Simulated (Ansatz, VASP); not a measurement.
## B3C in VASP and in Ansatz

```xyz
4
Lattice="2.5685 0.0000 0.0000 -1.2842 2.2244 0.0000 0.0000 0.0000 4.7066" Properties=species:S:1:pos:R:3 pbc="T T T"
B     0.0000    0.0000    0.0000
B     1.2842    0.7415    3.2023
B     1.2842    0.7415    1.5043
C     0.0000    0.0000    2.3533
```

Change from the starting cell: species swapped into the Co3Ir type (P-6m2, No. 187).

Alike in both runs: functional PBE; k mesh 12 × 12 × 2; occupations gaussian, width 0.1 eV; no spin polarisation.

Ansatz relaxed the structure, and its values are those at the end. VASP's run is a single point on that final structure, the one shown.

```csv
,VASP,Ansatz
version,VASP 6.6.1,Ansatz 0.2.0
potentials or method,"VASP PAW PBE potentials, release 64 (B, C)","scalar-relativistic, plane waves, PAW"
plane-wave cutoff (eV),520,420
valence electrons in the cell,13,13
```

VASP gave:

- gap on the k mesh at the Fermi level (eV): none
- pressure (GPa): 0.1
- rms of the force components (eV/Å): 0.007

Which values does Ansatz return?

gap on the k mesh at the Fermi level (eV): none; pressure (GPa): 0.0; rms of the force components (eV/Å): 0.000.

A gap of «none» marks a metal or a gap that the smearing closes.

Caveats: the k mesh is coarse (spacing up to 0.67 Å⁻¹), so the values aren't converged.
